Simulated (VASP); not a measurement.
# Wall time of one SCF run on the CaMgCr4 model (F-43m) with different electronic solvers and mixing settings, LDA in VASP

CaMgCr4 combines two electropositive metals, which give up their s electrons readily, with four chromium atoms whose partly filled 3d shells should dominate the states near the Fermi level. Such a metal tests the SCF cycle, because charge can move between many close-lying states and a starting magnetic moment may grow or vanish on the way. In searches through many intermetallic compounds, for magnets or hydrogen storage for instance, the time per run decides how many candidates can be treated. The wall time of one SCF run on the six-atom model cell is examined here for several solvers and density-mixing settings. It is given in seconds on two MPI ranks, and the reference is the run with ALGO = Normal.

## How the numbers were made

A model structure made by substituting elements in a known one; it need not exist. VASP 6.6.1, plane waves with PAW, LDA, 6 atoms at fixed positions, collinear spin, no spin-orbit coupling. Held fixed: cutoff 400 eV, k mesh 6×6×6, ISMEAR = -1, SIGMA = 0.05 eV and 2 MPI ranks. Left out, because the run did not converge or stopped: ALGO = Damped. Each row is named by the tags or value that set it apart; differences are taken from the run 'ALGO = Normal'. All ran on Intel(R) Xeon(R) Platinum 8488C (Sapphire Rapids), shared with other work, so times are rough. The same in all rows: energy per atom extrapolated to zero smearing, less that of the reference (ALGO = Normal): 0.000 meV/atom.

Notes on method and selection:

- Runs that did not converge, have known faults or may not be shown are not listed, and runs on Ansatz's PAW sets soft_1 and soft_2 are kept to separate tables.

Columns:

- cycles: SCF cycles.

Input lines of one member:

```
PREC = Accurate
ENCUT = 400
EDIFF = 1E-06
NELM = 100
ISMEAR = -1
SIGMA = 0.05
LREAL = .FALSE.
ALGO = Normal
GGA = CA
NBANDS = 40
ISPIN = 2
LMAXMIX = 4
LORBIT = 11
KPAR = 2
ISIF = 2
```

Command (options for logging and memory left out): `mpirun -np 2 vasp_std`

## Computed values

| member | cycles | wall time (s) |
| --- | --- | --- |
| AMIX = 0.8 | 21 | 83 |
| ALGO = Normal | 17 | 77 |
| AMIX = 0.1, BMIX = 0.01 | 19 | 90 |
| ALGO = VeryFast | 32 | 181 |
| ALGO = All | 30 | ? |
| IMIX = 1, AMIX = 0.2 | 41 | ? |
| ALGO = Fast | 21 | 112 |

Cells marked ? are withheld until the estimate has been made.

## What drives the series

Among the runs with a wall time shown, ALGO = Normal is the shortest at 77 s and ALGO = VeryFast the longest at 181 s, a ratio of 181 / 77 = 2.35. Most of this comes from the number of cycles, which rises by 32 / 17 = 1.88. The remaining factor, 2.35 / 1.88 = 1.25 in time per cycle, is too small to interpret on a shared machine.

The cycle counts have a plausible origin in the solvers. Normal uses the blocked Davidson method, which improves the orbitals within a common subspace and is robust from a crude start. VeryFast uses RMM-DIIS, which reduces the residual of each band separately and relies on good starting orbitals, for which VASP by default takes more initial steps at fixed density; these count as cycles too. Fast begins with Davidson steps and then changes to RMM-DIIS; its 21 cycles lie between the 17 of Normal and the 32 of VeryFast, as this explanation requires. The saving in orthogonalisation for which RMM-DIIS is valued matters in large cells, and has little to act on with six atoms and 40 bands.

Changing the mixing parameters alone has a small effect: 19 cycles with AMIX = 0.1 and BMIX = 0.01, and 21 with AMIX = 0.8. The default mixer builds each new density from the history of earlier ones and so largely corrects a poor initial step length. IMIX = 1, which is Kerker mixing, has no such history. In the simplest picture each component of its density error shrinks by a factor 1 − AMIX·λ per cycle, where λ contains the dielectric response and the Kerker damping of long-wavelength changes. A small AMIX or a strong damping then means slow convergence. The 41 cycles of that run fit this picture. The loss of the initial ferromagnetic moment during the cycles may add to the count.

The energies agree to the printed 0.000 meV/atom, so the longer runs bring no gain in accuracy. ALGO = Damped did not finish properly and is left out, so the rows show the cost of successful settings, not the risk of failure.

## An estimate before looking

Plain estimates from the members shown:

- IMIX = 1, AMIX = 0.2, mean of the 5 members shown: 109 s, standard deviation 38
- ALGO = All, mean of the 5 members shown: 109 s, standard deviation 38

The mean of 109 s ignores the known cycle counts. Wall time is therefore estimated as cycles times seconds per cycle. As a trial, VeryFast is predicted from the mean Davidson rate of (83 / 21 + 77 / 17 + 90 / 19) / 3 = 4.41 s and the Fast rate of 112 / 21 = 5.33 s: 32 × (4.41 + 5.33) / 2 = 156 s, against 181 s in the table. The mean of the other four runs, (83 + 77 + 90 + 112) / 4 = 90.5 s, misses by far more.

The run with IMIX = 1 keeps the Davidson solver, and a simpler mixer hardly changes the work per cycle. The three Davidson runs shown give 83 / 21 = 3.95, 77 / 17 = 4.53 and 90 / 19 = 4.74 s, with a mean of 4.41 s and a standard deviation of 0.41 s. The estimate is 41 × 4.41 = 181 s. Including the uncertainty of a mean of three, the error is 41 × 0.41 × √(4/3) = 19 s.

ALGO = All updates all bands together by conjugate gradients, a solver with no timed row. One rate per solver is used: 4.41 s for Davidson, 5.33 s for Fast and 181 / 32 = 5.66 s for VeryFast. Their mean is (4.41 + 5.33 + 5.66) / 3 = 5.13 s and their standard deviation 0.65 s, which gives 30 × 5.13 = 154 s with an error of 30 × 0.65 × √(4/3) = 23 s. Trial and corrector steps could raise the cost per cycle, but no row supplies a factor for them.

**Committed estimate, IMIX = 1, AMIX = 0.2: wall time = 180 ± 20 s.**  
**Committed estimate, ALGO = All: wall time = 154 ± 23 s.**

## Outcome

| member | cycles | wall time (s) |
| --- | --- | --- |
| ALGO = All | 30 | 129 |
| IMIX = 1, AMIX = 0.2 | 41 | 205 |

| member | estimate | wall time (s) | computed | estimate − computed | miss in error bars |
| --- | --- | --- | --- | --- | --- |
| IMIX = 1, AMIX = 0.2 | committed | 180 | 205 | −25 | 1.2 |
| IMIX = 1, AMIX = 0.2 | mean | 109 | 205 | −96 |  |
| ALGO = All | committed | 154 | 129 | +25 | 1.1 |
| ALGO = All | mean | 109 | 129 | −20 |  |

Both estimates fell just outside their error bars. For IMIX = 1 the estimate of 180 s was 25 s too low, far closer than the plain mean, which was 96 s too low. For ALGO = All the estimate of 154 s was 25 s too high, and the plain mean did slightly better, with a miss of 20 s.

Scaling with the cycle count held roughly for IMIX = 1: its 205 / 41 = 5.00 s per cycle is somewhat above the 4.41 s assumed, and above each of the other Davidson runs. A miss of 1.2 error bars is not unusual when the bar is one standard deviation, and three runs on a shared machine fix that scatter only poorly. For ALGO = All, the average over solvers was too high. The run took 129 / 30 = 4.30 s per cycle instead of 5.13 s, so the possible extra cost of trial and corrector steps does not appear in its time.

The slow run with IMIX = 1 is thus mainly a matter of many cycles, not of costly ones. It also kept the largest remnant of the starting moment, though a tiny one, which fits a slow decay of the magnetisation under mixing without history.

## Departures from the trend

Measured against cycles times the mean time per cycle of the other six runs, ALGO = VeryFast lies farthest off. The mean of the others is (3.95 + 4.53 + 4.74 + 5.33 + 4.30 + 5.00) / 6 = 4.64 s, so the rule gives 32 × 4.64 = 148 s, and the run took 181 s, 33 s more. RMM-DIIS is usually expected to need less work per cycle than Davidson, which would shift the time the other way. A fixed start-up time also has the wrong sign, since it would weigh most on short runs. Yet Fast, the other run with RMM-DIIS steps, has the next highest time per cycle, so a real cost of this solver in a small cell cannot be told apart from other load on the shared machine.

AMIX = 0.8 departs in the opposite direction: the others average (4.53 + 4.74 + 5.66 + 5.33 + 4.30 + 5.00) / 6 = 4.93 s per cycle, so 21 × 4.93 = 103 s is expected and 83 s was needed, 20 s less. Its solver is that of ALGO = Normal, and mixing the density takes little of the work in a cycle, so a quieter machine is the likeliest reason.

IMIX = 1 has the longest wall time but is no exception to this rule, which gives 41 × (3.95 + 4.53 + 4.74 + 5.66 + 5.33 + 4.30) / 6 = 195 s against 205 s.

## What to take away

For this six-atom cell, between 17 and 41 cycles, wall time follows the cycle count at about 4.8 s per cycle. Predicting each run from the rate of the other six misses by 14 s on average, against 46 s for the mean time of the others. The rule needs the cycle count, which is known only once a run has converged or a similar one has been done.

ALGO = Normal with default mixing needs the fewest cycles here. Choosing it over IMIX = 1 with AMIX = 0.2 saves 205 − 77 = 128 s per run, or 1000 × 128 / 3600 = 36 hours over a thousand runs of this kind, with the same energy. One model compound cannot establish that order for other metals.

The slowest run takes 2.7 times as long as the fastest. Changes to the physical model, such as exact exchange in a hybrid functional or spin-orbit coupling with non-collinear spins, also raise the cost, but no row here measures by how much.

[Logs are printed without paths, hosts, clocks, repeated set-up lines and the standing remarks that a program may print on its own settings, such as how far it seeks lower states.]
